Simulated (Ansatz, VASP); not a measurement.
## Al3B2P in VASP and in Ansatz

```
Al B P
1.0
     3.42292    0.00000    0.00000
    -1.71146    2.96433    0.00000
     0.00000    0.00000    8.31169
Al B P
3 2 1
Direct
  0.33333 0.66667 0.15392
  0.66667 0.33333 0.84608
  0.00000 0.00000 0.50000
  0.33333 0.66667 0.67351
  0.66667 0.33333 0.32649
  0.00000 0.00000 0.00000
```

Change from the starting cell: species swapped into the Mn2NiO3 type (P-3m1, No. 164).

Alike in both runs: task single point; functional PBE; k mesh 6 × 6 × 2; occupations gaussian, width 0.1 eV; no spin polarisation.

|  | VASP | Ansatz |
| --- | --- | --- |
| version | VASP 6.6.1 | Ansatz 0.2.0 |
| potentials or method | VASP PAW PBE potentials, release 64 (Al, B, P) | scalar-relativistic, plane waves, PAW |
| plane-wave cutoff (eV) | 520 | 420 |
| valence electrons in the cell | 20 | 20 |

|  | VASP | Ansatz | Ansatz less VASP |
| --- | --- | --- | --- |
| gap on the k mesh at the Fermi level (eV) | none | none | - |
| pressure (GPa) | -1.2 | -1.1 | +0.09 |
| largest component of the traceless stress (GPa) | 1.35 | 1.35 | +0.005 |
| rms of the force components (eV/Å) | 1.036 | 1.040 | +0.0042 |

Atom by atom the forces differ by 0.004 eV/Å (rms over components). A gap of «none» marks a metal or a gap that the smearing closes.

Caveats: the k mesh is coarse (spacing up to 0.38 Å⁻¹), so the values aren't converged; forces of over 1 eV/Å show positions far from the minimum, so gaps and moduli don't describe the material at rest.
